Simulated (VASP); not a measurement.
## BAs (relaxed from the 6H structure, space group P6_3mc): computed properties

Method: r2SCAN meta-GGA, VASP's PBE PAW potentials (set 64) (plane waves; VASP 6.6.1).

| Property | Result |
|---|---|
| space group | P6_3mc (186) |
| cell | a = 3.3787 Å, b = 3.3787 Å, c = 16.6263 Å, α = 90.00°, β = 90.00°, γ = 120.00° |
| volume per atom | 13.70 Å³/atom |
| band gap (over mesh and band path) | 1.43 eV |
| smallest direct gap (over mesh and band path) | 2.74 eV |
| band-edge character | indirect, Γ to Γ-M at 0.80 |
| density | 5.20 g/cm³ |

```xyz
12
Lattice="3.3787 0.0000 0.0000 -1.6894 2.9261 0.0000 0.0000 0.0000 16.6263" Properties=species:S:1:pos:R:3 pbc="T T T"
B      0.0000     0.0000     0.0045
B      3.3787     0.0000     8.3177
B      1.6894     0.9753    13.8414
B      0.0000     1.9507     5.5283
B      1.6894     0.9753     2.7678
B      0.0000     1.9507    11.0810
As     0.0000     0.0000    14.5383
As     3.3787     0.0000     6.2251
As     1.6894     0.9753    11.7728
As     0.0000     1.9507     3.4596
As     1.6894     0.9753     0.6976
As     0.0000     1.9507     9.0107
```

The path is coarsely sampled, so an indirect gap can come out somewhat too large.

The structure was generated: BAs was put into the 6H type (P6_3mc), which need not be its known phase. It was relaxed first. Symmetry was kept, so distortions that lower it aren't found.
